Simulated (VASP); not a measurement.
BN:

```
B N
1.0
     2.49824    0.00000    0.00000
    -1.24912    2.16354    0.00000
     0.00000    0.00000    6.63570
B N
2 2
Direct
  0.33333 0.66667 0.25000
  0.66667 0.33333 0.75000
  0.33333 0.66667 0.75000
  0.66667 0.33333 0.25000
```

Program: VASP 6.6.1. Alike in all runs: task single point; level PBE+D3(BJ); potentials or basis VASP PAW PBE potentials, release 64 (B, N); no spin polarisation; cell as given; cutoff (eV) 520; smearing gaussian 0.02 eV. Hardware: 1 thread of Intel(R) Xeon(R) Platinum 8488C (Sapphire Rapids), with other jobs on the host.

Order these runs on this cell by their wall time, lowest first.
A. k mesh 21 × 21 × 8; mesh quality not flagged
B. k mesh 6 × 6 × 2; mesh quality coarse
C. k mesh 15 × 15 × 6; mesh quality not flagged
D. k mesh 9 × 9 × 4; mesh quality not flagged

B (6.1 s), D (13 s), C (34 s), A (73 s).

Caveats: some runs use coarse meshes.
